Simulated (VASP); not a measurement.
```yaml
crystal:
  lattice:
    - [4.20990, 0.00000, 0.00000]
    - [0.00000, 4.20990, 0.00000]
    - [0.00000, 0.00000, 4.20990]
  atoms:
    - { symbol: Cs, position: [0.00000, 0.00000, 0.00000] }
    - { symbol: Cl, position: [0.50000, 0.50000, 0.50000] }
```

All values below come from PBE GGA, VASP's PBE PAW potentials (set 64) (plane waves; VASP). Settings: 520 eV cut-off, 7×7×7 Γ-centred mesh, tetrahedra with Blöchl corrections, potentials Cs_sv Cl.

Unless said otherwise, spin-orbit coupling is left out, though it shifts the bands of the heavy elements here.

Estimate the energy per atom (σ→0), band gap (on the k-mesh) with the smallest direct gap where there is one.

The band gap (on the k-mesh) is 4.99 eV. The smallest direct gap (on the k-mesh) is 4.99 eV and the energy per atom (σ→0) comes out as -3.271 eV/atom.

Only differences to runs with the same potentials and settings are physical.

The compound is CsCl in the CsCl type structure. It was relaxed first, which changed the volume by +7 %.
